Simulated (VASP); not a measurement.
VASP runs on LaHg2 (space group P6/mmm) share one base input (PBEsol GGA, plane waves, VASP's PBE PAW potentials (set 64)) and change the settings named in each case.

INCAR:
```
# general
SYSTEM   =  LaHg2
PREC     =  Accurate
ENCUT    =  300   # plane-wave cut-off (eV)
LREAL    =  .FALSE.
LASPH    =  .TRUE.   # aspherical one-centre terms

# electronic loop
EDIFF    =  1E-6
NELM     =  100   # most electronic steps
ALGO     =  Normal
LMAXMIX  =  6

# smearing
ISMEAR   =  0
SIGMA    =  0.1   # width (eV)

# functional
GGA      =  PS   # PBEsol

# ions
ISIF     =  2   # forces and stress, cell fixed

# output
LWAVE    =  .FALSE.
LCHARG   =  .FALSE.
```

### KPOINTS
```
Regular mesh
0
G
  5 5 6
```

### POSCAR
```
LaHg2
1.0
  4.9580000000   0.0000000000   0.0000000000
 -2.4790000000   4.2937540000   0.0000000000
  0.0000000000   0.0000000000   3.6400000000
La Hg
1 2
Direct
  0.0000000000   0.0000000000   0.0000000000
  0.3333330000   0.6666670000   0.5000000000
  0.6666670000   0.3333330000   0.5000000000
```

POTCAR, in this order: La Hg (PBE.64 set). Program: vasp_std.

```tsv
change	E(σ→0) (eV/atom)	pressure (GPa)	−TS (eV)
base run	-2.7481	-1.10	-0.0070
GGA removed, POTCAR La Hg (LDA.64 set)	-3.1143	-3.24	-0.0070
GGA_COMPAT = .FALSE., LNONCOLLINEAR = .TRUE., LSORBIT = .TRUE., MAGMOM = 0.0 0.0 0.0 0.0 0.0 0.0 0.0 0.0 0.0, program vasp_ncl	-3.0642	-1.73	-0.0104
KPOINTS 4×4×4 Γ-centred mesh	-2.7466	-1.37	-0.0128
```
 Energies of different potentials or functionals have different zeros.  Unless said otherwise, spin-orbit coupling is left out, though it shifts the bands of the heavy elements here. At 300 eV the pressure can carry a Pulay error.

Left out are runs that ran out of time, are held back, or changed the cell or the kind of run, fixed moments of cells without a moment, rows past the twelfth, gaps on odd meshes, pressures of charged cells and columns that move by less than the noise.

The structure comes from a measured LaHg2 entry of the Crystallography Open Database, whose conditions weren't checked. The cell was not relaxed at this level.
